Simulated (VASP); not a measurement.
GaSn:

```
Ga Sn
1.0
     0.00000    2.90288    3.09822
     2.72925    0.00000    3.09822
     2.72925    2.90288    0.00000
Ga Sn
1 1
Cartesian
  2.7293 2.9029 3.0982
  0.0000 0.0000 0.0000
```

The cell was built by a generator and needn't be a form met in nature.

* Program: VASP 6.6.1
* Task: relaxation of cell and atoms
* Functional: PBEsol
* Potentials or basis: VASP PAW PBE potentials, release 64 (Ga_d, Sn_d)
* Cutoff: 600 eV
* k mesh: 8 × 8 × 8
* Occupations: fermi-dirac, width 0.05 eV
* Spin: no spin polarisation

At the start: pressure -1.8 GPa; volume 24.55 Å³/atom.

Problem. How do energy, volume and symmetry change on relaxing?

Solution. Over 9 steps the energy falls by 68.9 meV/atom and the volume is 23.09 Å³/atom (-5.9 %); space group Fm-3m (No. 225, to 0.05 Å).

Step by step:
```tsv
step	energy change (eV)	largest force (eV/Å)	pressure (GPa)	volume (Å³)
1	0.0000	0.0000	-1.81	49.09
2	-0.1109	0.0000	-0.88	47.08
3	-0.1344	0.0000	1.04	45.38
4	-0.1367	0.0000	0.55	45.74
5	-0.1367	0.0000	0.42	45.81
6	-0.1376	0.0000	-0.13	46.27
7	-0.1376	0.0000	-0.05	46.23
8	-0.1376	0.0000	-0.09	46.24
9	-0.1377	0.0000	-0.01	46.18
```

Final structure:
```
Ga Sn
1.0
     0.00000    2.84734    2.84799
     2.84711    0.00000    2.84799
     2.84711    2.84734    0.00000
Ga Sn
1 1
Cartesian
  2.8471 2.8473 2.8480
  2.8471 0.0000 2.8480
```

Caveat: the PAW data sets were made with another functional, which shifts forces and pressure a little.
